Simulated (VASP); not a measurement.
Calculation: PBE GGA, VASP's PBE PAW potentials (set 64) (plane waves; VASP).

VASP input:

File POSCAR:
```
ZnO
1
    1.6427830242    -2.8453841157     0.0000000000
    1.6427830242     2.8453841157     0.0000000000
    0.0000000000     0.0000000000     5.3024564225
Zn O
2 2
Direct
  0.6666670000   0.3333330000   0.5000000000
  0.3333330000   0.6666670000   0.0000000000
  0.6666670000   0.3333330000   0.8820000000
  0.3333330000   0.6666670000   0.3820000000
```

KPOINTS:
```
Automatic mesh
0
Gamma
12 12 8
0 0 0
```

INCAR:
```
SYSTEM = ZnO
PREC = Normal
ENCUT = 400
EDIFF = 1E-5
NELM = 100
ALGO = Fast
LREAL = .FALSE.
LASPH = .TRUE.
ISMEAR = 0
SIGMA = 0.05
GGA = PE
LMAXMIX = 4
LWAVE = .FALSE.
LCHARG = .FALSE.
NELMIN = 4
IBRION = 2
ISIF = 2
NSW = 20
EDIFFG = -0.03
```

POTCAR, in this order: Zn O (PBE.64 set). Program: vasp_std.

### Question
What will the output report for the number of irreducible k-points (NKPTS), largest plane-wave count, number of space-group operations, FFT grid (NGX, NGY, NGZ)?

### Answer

* **number of irreducible k-points (NKPTS)**: 95
* **largest plane-wave count**: 923
* **number of space-group operations**: 12
* **FFT grid (NGX, NGY, NGZ)**: 16 × 16 × 28

The compound is ZnO in the wurtzite structure. This run relaxes the ions in a fixed cell. Symmetry was kept, so distortions that lower it aren't found.
